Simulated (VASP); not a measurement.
A convergence study with VASP on ZnSe (zinc blende): one setting is varied, all else stays as given below, so the limit is that of these other settings.

```
ZnSe
1.0
    0.00000     2.83500     2.83500
    2.83500     0.00000     2.83500
    2.83500     2.83500     0.00000
Zn Se
1 1
Direct
  0.00000   0.00000   0.00000
  0.25000   0.25000   0.25000
```

Computed with PBEsol GGA, VASP's PBE PAW potentials (set 64) (plane waves; VASP 6.6.1). The tightest run used: 550 eV cut-off, 17×17×17 Γ-centred mesh, tetrahedra with Blöchl corrections, potentials Zn Se.

Gaps are read on the run's mesh, which can miss a band edge.

Q: The settings run are 3×3×3 mesh; 4×4×4 mesh; 5×5×5 mesh; 6×6×6 mesh; 7×7×7 mesh; 8×8×8 mesh; 9×9×9 mesh; 10×10×10 mesh; 11×11×11 mesh; 12×12×12 mesh; 13×13×13 mesh; 14×14×14 mesh; 15×15×15 mesh; 16×16×16 mesh; 17×17×17 mesh. From which on does the stress (every component) stay within 0.5 GPa of the tightest run?

A: From 4×4×4 mesh on: it is off by 0.35 there and by no more than 0.5 in any finer run, while 3×3×3 mesh is off by 1.37.
```csv
setting,E (eV/atom),pressure (GPa),gap on the mesh (eV),irreducible k-points,difference judged (GPa)
3×3×3 mesh,-3.2384,0.40,1.121,4,1.37
4×4×4 mesh,-3.3499,-0.61,1.151,8,0.35
5×5×5 mesh,-3.3757,-0.87,1.160,10,0.09
6×6×6 mesh,-3.3827,-0.94,1.164,16,0.02
7×7×7 mesh,-3.3848,-0.96,1.165,20,0.01
8×8×8 mesh,-3.3856,-0.96,1.166,29,0.00
9×9×9 mesh,-3.3858,-0.96,1.166,35,0.00
10×10×10 mesh,-3.3859,-0.96,1.166,47,0.00
11×11×11 mesh,-3.3860,-0.96,1.166,56,0.00
12×12×12 mesh,-3.3860,-0.96,1.166,72,0.00
13×13×13 mesh,-3.3860,-0.96,1.166,84,0.00
14×14×14 mesh,-3.3860,-0.96,1.166,104,0.00
15×15×15 mesh,-3.3860,-0.96,1.166,120,0.00
16×16×16 mesh,-3.3860,-0.96,1.166,145,0.00
17×17×17 mesh,-3.3860,-0.96,1.166,165,0.00
```

Left out are rungs that failed or repeat a setting and relaxations that didn't move; long series are thinned to 24 rows.

The compound is ZnSe in the zinc blende structure. The cell was not relaxed at this level.
